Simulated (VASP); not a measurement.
An input for Quantum ESPRESSO's pw.x (written as the equivalent of a VASP run, and not itself run):

```
&CONTROL
  calculation = 'vc-relax'
  pseudo_dir = './pseudo'
  outdir = './out'
  tprnfor = .true.
  tstress = .true.
  nstep = 40
  forc_conv_thr = 0.00078
/
&SYSTEM
  ibrav = 0
  nat = 4
  ntyp = 2
  ecutwfc = 86
  occupations = 'smearing'
  smearing = 'methfessel-paxton'
  degauss = 0.00735
  input_dft = 'pbesol'
/
&ELECTRONS
  conv_thr = 7.3e-08
  electron_maxstep = 100
/
&IONS
/
&CELL
  press = 450
/
ATOMIC_SPECIES
  Ge 72.630 Ge.upf
  Se 78.971 Se.upf
CELL_PARAMETERS angstrom
     3.2672714   -0.0000000   -0.0000000
    -1.6336357    2.8295360    0.0000000
     0.0000000    0.0000000    6.9498488
ATOMIC_POSITIONS crystal
  Ge   0.0000000  1.0000000  0.0000000
  Ge   0.0000000  1.0000000  0.5000000
  Se   0.3333330  0.6666670  0.2500000
  Se   0.6666670  0.3333330  0.7500000
K_POINTS automatic
  11 11 5 0 0 0
```

Task: Translate this input to VASP (INCAR, KPOINTS, POSCAR, choice of POTCAR).

Result: This is not unique; one that fits is 
POSCAR:
```
GeSe
1.0
  3.2672713633   0.0000000000   0.0000000000
 -1.6336356817   2.8295360043   0.0000000000
  0.0000000000   0.0000000000   6.9498487672
Ge Se
2 2
Direct
  0.0000000000   1.0000000000   0.0000000000
  0.0000000000   1.0000000000   0.5000000000
  0.3333330000   0.6666670000   0.2500000000
  0.6666670000   0.3333330000   0.7500000000
```

### INCAR
```
ISIF=3   ! ions, shape and volume
IBRION=2   ! conjugate gradients
ISMEAR=1   ! Methfessel-Paxton
EDIFF=1E-6
LCHARG=.False.
PSTRESS=450
SIGMA=0.1   ! width (eV)
EDIFFG=-0.02
NSW=40   ! most ionic steps
LREAL=.False.
PREC=Accurate
SYSTEM=GeSe
LASPH=.True.
LMAXMIX=4   ! l cut-off of mixed one-centre charges
ENCUT=500
LWAVE=.False.
GGA=PS   ! PBEsol
NELM=100   ! most electronic steps
ALGO=Normal
```

**KPOINTS**
```
Automatic mesh
0
Gamma
11 11 5
0 0 0
```

POTCAR, in this order: Ge_d Se (PBE.64 set). Program: vasp_std.

What does not carry over: the potentials are each code's own (VASP's PAW set, PseudoDojo norm-conserving files in pw.x), so ENCUT and ecutwfc are chosen apart and not converted; conv_thr bounds pw.x's estimated SCF error, while EDIFF bounds the energy change between steps; forc_conv_thr acts on force components and is met together with etot_conv_thr.

The structure was generated: GeSe was put into the NiAs type type (P6_3/mmc), which need not be its known phase. This run relaxes it under an external pressure of 45 GPa. Symmetry was kept, so distortions that lower it aren't found.
